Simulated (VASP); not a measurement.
Calculation: r2SCAN meta-GGA, VASP's PBE PAW potentials (set 64) (plane waves; VASP 6.6.1).

Input for VASP

**INCAR**
```
# general
SYSTEM  = MoS2
PREC    = Accurate
ENCUT   = 520
LREAL   = .FALSE.
LASPH   = .TRUE.

# electronic loop
EDIFF   = 1E-6
NELM    = 100
ALGO    = Normal
LMAXMIX = 4
LMIXTAU = .TRUE.

# smearing
ISMEAR  = 0
SIGMA   = 0.05

# functional
METAGGA = R2SCAN

# ions
IBRION  = 2
NSW     = 60
ISIF    = 3
EDIFFG  = -0.02

# output
LWAVE   = .FALSE.
LCHARG  = .FALSE.
```

### KPOINTS
```
Automatic mesh
0
Gamma
7 7 2
0 0 0
```

**POSCAR**
```
MoS2
1.0
  1.5923070174  -2.7579563733   0.0000000000
  1.5923070174   2.7579563733   0.0000000000
  0.0000000000   0.0000000000  13.0006386949
Mo S
2 4
Cart
  1.5923070174   0.9193206297   3.2501596737
  1.5923070174  -0.9193206297   9.7504790212
  1.5923070174   0.9193206297  11.3026619524
  1.5923070174  -0.9193206297   4.8023426049
  1.5923070174  -0.9193206297   1.6979767425
  1.5923070174   0.9193206297   8.1982960900
```

POTCAR, in this order: Mo_sv S (PBE.64 set). Program: vasp_std.

Q: What does the run give for the energy per atom (σ→0)?

A: 
```json
{
 "energy per atom (σ→0)": "-15.014 eV/atom"
}
```

**OSZICAR**
```
...
DAV:  22    -0.900857636158E+02   -0.18291E-03   -0.18447E-04  1090   0.107E-01    0.114E-01
DAV:  23    -0.900858258095E+02   -0.62194E-04   -0.16158E-05  1046   0.278E-02    0.988E-02
DAV:  24    -0.900858599549E+02   -0.34145E-04   -0.76591E-06  1056   0.160E-02    0.842E-02
DAV:  25    -0.900858802090E+02   -0.20254E-04   -0.30872E-05   941   0.389E-02    0.425E-02
DAV:  26    -0.900858844181E+02   -0.42092E-05   -0.40449E-06  1054   0.119E-02    0.244E-02
DAV:  27    -0.900858832525E+02    0.11656E-05   -0.36166E-07   650   0.426E-03    0.216E-02
DAV:  28    -0.900858839061E+02   -0.65355E-06   -0.40779E-06   976   0.146E-02
   1 F= -.90085884E+02 E0= -.90085884E+02  d E =-.900859E+02
```

The compound is MoS2 in the 2H layered structure. It was relaxed first, which changed the volume by +7 %. The start is the result of an earlier pass.
